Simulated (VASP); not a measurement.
Input:

```cif
data_C4Si4
_chemical_formula_sum 'Si4 C4'
_space_group_name_H-M_alt 'F-43m'
_space_group_IT_number 216
_space_group_name_Hall 'F -4 2 3'
_cell_length_a 4.35178
_cell_length_b 4.35178
_cell_length_c 4.35178
_cell_angle_alpha 90.000
_cell_angle_beta 90.000
_cell_angle_gamma 90.000
loop_
_atom_site_label
_atom_site_type_symbol
_atom_site_symmetry_multiplicity
_atom_site_Wyckoff_symbol
_atom_site_fract_x
_atom_site_fract_y
_atom_site_fract_z
_atom_site_occupancy
Si1 Si 4 a 0.00000 0.00000 0.00000 1
C1 C 4 d 0.75000 0.75000 0.75000 1
```
(The calculation used a cell of 2 atoms; values per cell refer to that cell.)

The numbers are results of r2SCAN+rVV10, VASP's PBE PAW potentials (set 64) (plane waves; VASP), not measurements. Run with 520 eV cut-off, 10×10×10 Γ-centred mesh, Gaussian smearing of 0.050 eV, potentials Si C.

Give the energy at these volumes per atom, relative to the lowest: 9.68, 9.99, 10.30, 10.61, 10.92 Å³.

29.5, 7.1, 0.0, 6.2, 23.9 meV/atom. A third-order Birch-Murnaghan fit gives B0 = 229 GPa and B0′ = 3.9.

Measured: bulk modulus 229 GPa at 0 K (computed value off by -0.1 %), as given by Daniel Mejia-Rodriguez et al., Physical Review B (2018), arXiv:1807.09216 [0 K value with the zero-point phonon effect removed]; a 4.346 Å at 0 K (computed value off by +0.1 %), as given by Daniel Mejia-Rodriguez et al., Physical Review B (2018), arXiv:1807.09216 [static lattice: zero-point anharmonic expansion removed].

The compound is SiC in the zinc blende structure. It was relaxed first.
